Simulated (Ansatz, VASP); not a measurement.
**Cu9Sn (Cu(110)-(2x1)-Sn surface alloy) in two plane-wave programs**

Aim: how closely do two programs agree when they are given the same cell, functional and k mesh? The cell is taken from a series of runs on this material, whose earlier steps may have relaxed, scaled, displaced or heated it; both programs get it as it stands.

Program: Ansatz 0.2.0. Level of theory: plane waves, with VASP 6.6.1 beside it; LDA. Results are calculated unless marked as measured.

## 1. Starting point

The cell holds 10 atoms: 9 Cu and 1 Sn. Its edges and angles: a = 3.610 Å, b = 5.105 Å, c = 22.517 Å, α = 90.0°, β = 90.0°, γ = 90.0°. Vacuum lies along c.

As a file:

```cif
data_structure
_symmetry_space_group_name_H-M 'P 1'
_symmetry_Int_Tables_number 1
_cell_length_a 3.6100
_cell_length_b 5.1053
_cell_length_c 22.5173
_cell_angle_alpha 90.000
_cell_angle_beta 90.000
_cell_angle_gamma 90.000
_cell_volume 415.00
loop_
_atom_site_label
_atom_site_type_symbol
_atom_site_fract_x
_atom_site_fract_y
_atom_site_fract_z
_atom_site_occupancy
Cu1 Cu 0.00000 0.00000 0.37749 1
Cu2 Cu 0.00000 0.50000 0.37749 1
Cu3 Cu 0.50000 0.25000 0.43417 1
Cu4 Cu 0.50000 0.75000 0.43417 1
Cu5 Cu 0.00000 0.00000 0.48520 1
Cu6 Cu 0.00000 0.50000 0.48694 1
Cu7 Cu 0.50000 0.24614 0.54218 1
Cu8 Cu 0.50000 0.75386 0.54218 1
Cu9 Cu 0.00000 0.00000 0.59219 1
Sn10 Sn 0.00000 0.50000 0.61130 1
```

## 2. Ansatz: single point, LDA

Ansatz runs on its default PAW (the set named soft_2) files.

With cell and atoms fixed, the geometry can't cause a difference; cores, projectors, grids and the points listed under the comparison can.

The input, input.yaml:

```yaml
crystal:
  lattice:
    - [3.61, 0.0, 0.0]
    - [0.0, 5.1053109602, 0.0]
    - [0.0, 0.0, 22.5173109602]
  atoms:
    - { symbol: Cu, position: [0.0, 0.0, 0.3774873481] }
    - { symbol: Cu, position: [0.0, 0.5, 0.3774873481] }
    - { symbol: Cu, position: [0.5, 0.25, 0.4341694156] }
    - { symbol: Cu, position: [0.5, 0.75, 0.4341694156] }
    - { symbol: Cu, position: [0.0, 0.0, 0.4852009365] }
    - { symbol: Cu, position: [0.0, 0.5, 0.4869432111] }
    - { symbol: Cu, position: [0.5, 0.2461447551, 0.5421829715] }
    - { symbol: Cu, position: [0.5, 0.7538552449, 0.5421829715] }
    - { symbol: Cu, position: [0.0, 0.0, 0.5921890277] }
    - { symbol: Sn, position: [0.0, 0.5, 0.611303008] }
kpoints:
  mp_grid: { grid: [16, 12, 1] }
hamiltonian:
  xc: lda
scf:
  occupations: { method: fermi_dirac, width: 0.05 }
  convergence: { dr2_threshold: 1.0e-09 }
  n_extra_bands: 22
efield:
  axis: 3
  dipole_correction: true
  ramp_position: 0.97
  ramp_width: 0.06
output:
  band_densities:
    - { e_range: [-0.3, 0] }
    - { e_range: [-1.0, 0] }
    - { e_range: [-2.0, 0] }
    - { e_range: [0, 0.3] }
    - { e_range: [0, 1.0] }
    - { e_range: [0, 2.0] }
    - { e_range: [-2.0, -1.8] }
    - { e_range: [-1.8, -1.6] }
    - { e_range: [-1.6, -1.4] }
    - { e_range: [-1.4, -1.2] }
    - { e_range: [-1.2, -1.0] }
    - { e_range: [-1.0, -0.8] }
    - { e_range: [-0.8, -0.6] }
    - { e_range: [-0.6, -0.4] }
    - { e_range: [-0.4, -0.2] }
    - { e_range: [-0.2, 0.0] }
    - { e_range: [0.0, 0.2] }
    - { e_range: [0.2, 0.4] }
    - { e_range: [0.4, 0.6] }
    - { e_range: [0.6, 0.8] }
    - { e_range: [0.8, 1.0] }
    - { e_range: [1.0, 1.2] }
    - { e_range: [1.2, 1.4] }
    - { e_range: [1.4, 1.6] }
    - { e_range: [1.6, 1.8] }
    - { e_range: [1.8, 2.0] }
  band_residual_tolerance: 0.0001
  dos: { projected: true, e_range: [-5, 4] }
  write_potential: true
  write_density: true
  volumetric_format: npy
```

Launch:

```bash
$ ansatz run input.yaml --threads 4 --pin off --max-ram 6144MiB --backend cpu --events-out ev --progress --plain --runs-dir out
```

Numbers of over 12 decimals in the logs are rounded to 6 here.

What it wrote:

```text
scf.n_extra_bands = 22 over 93 filled bands (N_el = 185.0): the run solves 115 bands
Engine: ansatz 0.2.0, aarch64-unknown-linux-gnu
Pseudopotentials: kind: paw
Pseudopotential: Cu, paw, valence charge 19, recommended cutoff 420 eV (normal), Cu.paw.azcp
Pseudopotential: Sn, paw, valence charge 14, recommended cutoff 420 eV (normal), Sn.paw.azcp
Functional definition: SPW92
  exchange = slater_x
  correlation = pw_c
Crystal: 10 atoms, lattice volume = 414.998 Å³
Basis set: ecut = 420 eV, 8079 PW (Γ)
Bands: 115, of which v1, the nominal top of the filled ones, is band 93 counted from 1 (92 counted from 0)
Symmetry: 4 space group operations
Space group: Pmm2 (ITA 25), of the structure as read, at distance tolerance 7.5e-5 Å
k-points: 63 of 192
Non-local potential: Cu, projectors of the file, l = 0: 3, l = 1: 2, l = 2: 3, l = 3: 1
Non-local potential: Sn, projectors of the file, l = 0: 2, l = 1: 2, l = 2: 2, l = 3: 2
PAW form: soft (Blöchl's): semilocal exchange-correlation on the pseudo side does not see the compensation charge
PAW frozen core: Cu, regenerated for the run's functional, and the local potential with it (the file was generated under x = pbe(κ = 0.804, μ = 0.219515), c = pbe(β = 0.066725))
PAW frozen core: Sn, regenerated for the run's functional, and the local potential with it (the file was generated under x = pbe(κ = 0.804, μ = 0.219515), c = pbe(β = 0.066725))
PAW one-centre angular grid: Cu, 590 points (default); XC on 64 Gauss nodes
PAW one-centre angular grid: Sn, 590 points (default); XC on 64 Gauss nodes
Initial density: superposition of atomic densities (neutral atoms: chi_scale 0, normalization atom), corrected by the library's trained network
Initial wavefunctions: pseudopotential atomic-orbital guess
Functional: x = slater, c = lda
SCF iter   1: F=—  HF=-64877.202481 eV  |F-HF|=—  |Δ(HF+E_count)|=         —  Δρ=1.20e-2  dr2=4.19e-1  ethr=1.77e-3  p=-0.020 e·Å  D=-8.68e-3 V/Å  ΔV_dip=0.20 eV  dr2_dipole=2.08e-2  V_vac-E_F(+/−)=4.70/4.50 eV  ⟨swp⟩=8.9  Hψ=34968  notcnv=0  defer=430
efield: sawtooth ramp at fractional position 0.9700 (set: `efield.ramp_position`, or a place that a band, a saddle search or an elastic batch's reference lends), width 0.0600; the density the first Hamiltonian is built on has a dipole p = -0.020 e·Å; the dipole correction subtracts the counter field D = -8.68e-3 V/Å, which shifts the + side's vacuum level by +0.20 eV against the − side's; the planar-averaged density in the ramp window peaks in size at 1.4e-5 e/Å³
preconditioner: auto → LDOS  [metal: Δε(μ)=0.010 eV  Ē_g=10.022 eV  σ=0.050 eV  W_gap=0.05  n_scr=96 (ndim 8)  ℏωp=19.4 eV  f_vac=0.644  D(μ)=3.92/eV (n_scr^D=14)  β→1.0]
SCF iter   2: F=—  HF=-64877.646792 eV  |F-HF|=—  |Δ(HF+E_count)|=   4.44e-1  Δρ=2.94e-2  dr2=1.93e0  ethr=2.26e-4  p=0.009 e·Å  D=3.80e-3 V/Å  ΔV_dip=-0.09 eV  dr2_dipole=2.10e-10  V_vac-E_F(+/−)=4.76/4.85 eV  ⟨swp⟩=3.0  Hψ=18017  notcnv=0  defer=939  recentre
SCF iter   3: F=—  HF=-64877.135659 eV  |F-HF|=—  |Δ(HF+E_count)|=   5.11e-1  Δρ=4.13e-3  dr2=3.71e-2  ethr=2.26e-4  p=-0.002 e·Å  D=-8.23e-4 V/Å  ΔV_dip=0.02 eV  dr2_dipole=7.57e-5  V_vac-E_F(+/−)=4.70/4.68 eV  ⟨swp⟩=3.0  Hψ=14034  notcnv=0  defer=949
SCF iter   4: F=—  HF=-64877.127437 eV  |F-HF|=—  |Δ(HF+E_count)|=   8.22e-3  Δρ=1.08e-3  dr2=3.60e-3  ethr=2.01e-5  p=0.003 e·Å  D=1.27e-3 V/Å  ΔV_dip=-0.03 eV  dr2_dipole=8.69e-5  V_vac-E_F(+/−)=4.69/4.72 eV  ⟨swp⟩=2.2  Hψ=11749  notcnv=0  defer=950
SCF iter   5: F=—  HF=-64877.127068 eV  |F-HF|=—  |Δ(HF+E_count)|=   3.69e-4  Δρ=5.18e-4  dr2=9.26e-4  ethr=1.95e-6  p=0.005 e·Å  D=2.09e-3 V/Å  ΔV_dip=-0.05 eV  dr2_dipole=1.15e-5  V_vac-E_F(+/−)=4.68/4.73 eV  ⟨swp⟩=2.6  Hψ=12921  notcnv=0  defer=950
SCF iter   6: F=—  HF=-64877.127020 eV  |F-HF|=—  |Δ(HF+E_count)|=   4.80e-5  Δρ=1.83e-4  dr2=1.71e-4  ethr=5.00e-7  p=0.006 e·Å  D=2.72e-3 V/Å  ΔV_dip=-0.06 eV  dr2_dipole=4.11e-6  V_vac-E_F(+/−)=4.68/4.74 eV  ⟨swp⟩=2.0  Hψ=9195  notcnv=0  defer=950
SCF iter   7: F=—  HF=-64877.127040 eV  |F-HF|=—  |Δ(HF+E_count)|=   1.96e-5  Δρ=9.19e-5  dr2=4.29e-5  ethr=9.23e-8  p=0.007 e·Å  D=2.99e-3 V/Å  ΔV_dip=-0.07 eV  dr2_dipole=1.52e-6  V_vac-E_F(+/−)=4.68/4.75 eV  ⟨swp⟩=2.0  Hψ=9236  notcnv=0  defer=950
SCF iter   8: F=—  HF=-64877.127039 eV  |F-HF|=—  |Δ(HF+E_count)|=   4.30e-7  Δρ=2.59e-5  dr2=2.31e-6  ethr=2.32e-8  p=0.007 e·Å  D=3.16e-3 V/Å  ΔV_dip=-0.07 eV  dr2_dipole=3.12e-8  V_vac-E_F(+/−)=4.68/4.75 eV  ⟨swp⟩=2.0  Hψ=9041  notcnv=0  defer=950
SCF iter   9: F=—  HF=-64877.126857 eV  |F-HF|=—  |Δ(HF+E_count)|=   1.82e-4  Δρ=1.72e-5  dr2=1.02e-6  ethr=1.25e-9  p=0.007 e·Å  D=3.23e-3 V/Å  ΔV_dip=-0.07 eV  dr2_dipole=6.11e-8  V_vac-E_F(+/−)=4.68/4.75 eV  ⟨swp⟩=2.4  Hψ=11361  notcnv=0  defer=950
[...]
SCF converged after 13 iterations
Free energy (F): -64877.126858 eV
Harris-Foulkes:  -64877.126858 eV  (|F-HF|=9.36e-9)
Internal energy: -64877.094251 eV  (E = F + TS)
E sigma→0 (E₀):  -64877.110555 eV
Entropy (-TS):   -0.032607 eV (-3.261 meV/atom)
Fermi energy:    1.681309 eV
Dipole field:    D = 0.003321 V/Å  (p = 0.007616 e·Å, saw-weighted, corrected)
Work function:   Φ+ = 4.6790 eV   Φ− = 4.7537 eV
Levels:          The Fermi level and band energies are counted from a zero that moves with the ramp; work functions are not
--- Per-component energies (eV) ---
  E_band       = -5980.563005
  E_kinetic    = 2894.301527
  E_local      = -373279.618600  (includes V_loc(G=0)·N_el)
  E_nonlocal   = 3531.726343
  E_hartree    = 183225.117144
  E_xc         = -1176.873460
  E_vxc        = -1133.349334  (∫ρ·V_xc dr)
  E_paw        = -18345.237792  (= ΣΔE_a)
  E_vpaw       = -4444.068046  (= ΣTr[D̂ρ^β])
  E_aug_tail   = 0.001874  (compensation charges beyond the density's cutoff)
  E_efield     = 0.000013  (sawtooth field / dipole correction)
  E_vefield    = 0.207426  (∫n·V_field dr)
  E_ewald      = 138269.016861
  E_core_change = 4.471839  (= ΣΔE_core)
  E_smearing   = -0.032607  (= −TS)
  E_closure    = -0.000000  (closes the sum)
  Σ components = -64877.126858   (vs F -64877.126858, Δ=0.00e0)
--- Band table (eV; the first three rows and the last of 63) ---
  k-point 0: bands = [... 89 lower, 0.7962, 0.8451, 1.3452, 1.7292, 2.0284, 3.1642, 3.4008, 3.7392, ... 18 higher]
  k-point 1: bands = [... 89 lower, 0.4021, 1.1295, 1.3802, 1.4901, 2.4660, 3.1480, 3.4857, 3.7860, ... 18 higher]
  k-point 2: bands = [... 89 lower, 0.1705, 0.6512, 1.4248, 1.8638, 2.6403, 3.7204, 3.7268, 3.9165, ... 18 higher]
  k-point 62: bands = [... 89 lower, 0.3418, 0.7448, 1.1661, 1.3264, 1.6354, 2.0684, 3.0000, 3.2544, ... 18 higher]
--- Band densities, each state counted as filled ---
  window                                       electrons  max residual (eV)  cut levels
  e_range: [-0.3, 0]                            1.354167             4.5e-6           0
  e_range: [-1, 0]                              4.052083             4.5e-6           0
  e_range: [-2, 0]                             24.947917             4.5e-6           0
  e_range: [0, 0.3]                             1.177083             2.3e-5           0
  e_range: [0, 1]                               3.354167             4.9e-5           0
  e_range: [0, 2]                               6.385417             4.9e-5           0
  e_range: [-2, -1.8]                           7.072917             2.5e-6           0
  e_range: [-1.8, -1.6]                         7.520833             2.6e-6           0
  e_range: [-1.6, -1.4]                         4.625000             2.6e-6           0
  e_range: [-1.4, -1.2]                         0.937500             2.4e-6           0
  e_range: [-1.2, -1]                           0.739583             2.7e-6           0
  e_range: [-1, -0.8]                           1.031250             2.7e-6           0
  e_range: [-0.8, -0.6]                         0.531250             2.5e-6           0
  e_range: [-0.6, -0.4]                         0.656250             2.6e-6           0
  e_range: [-0.4, -0.2]                         0.937500             2.5e-6           0
  e_range: [-0.2, 0]                            0.895833             4.5e-6           0
  e_range: [0, 0.2]                             0.802083             2.3e-5           0
  e_range: [0.2, 0.4]                           0.770833             2.3e-5           0
  e_range: [0.4, 0.6]                           0.552083             1.7e-5           0
  e_range: [0.6, 0.8]                           0.687500             4.9e-5           0
  e_range: [0.8, 1]                             0.541667             2.6e-5           0
  e_range: [1, 1.2]                             0.458333             3.7e-5           0
  e_range: [1.2, 1.4]                           0.520833             4.6e-5           0
  e_range: [1.4, 1.6]                           0.541667             3.8e-5           0
  e_range: [1.6, 1.8]                           0.781250             4.0e-5           0
  e_range: [1.8, 2]                             0.729167             2.7e-5           0
```

[end of part 1 of 2]

[Lines on the potential files, build, host, timing and source positions are cut from VASP's logs without a mark.]

[Logs are printed without paths, hosts, clocks, repeated set-up lines and the standing remarks that a program may print on its own settings, such as how far it seeks lower states.]

[Hosts, paths, dates, database ids (printed as entryN), source tags and the programs' standing remarks are cut or masked in the printed files.]
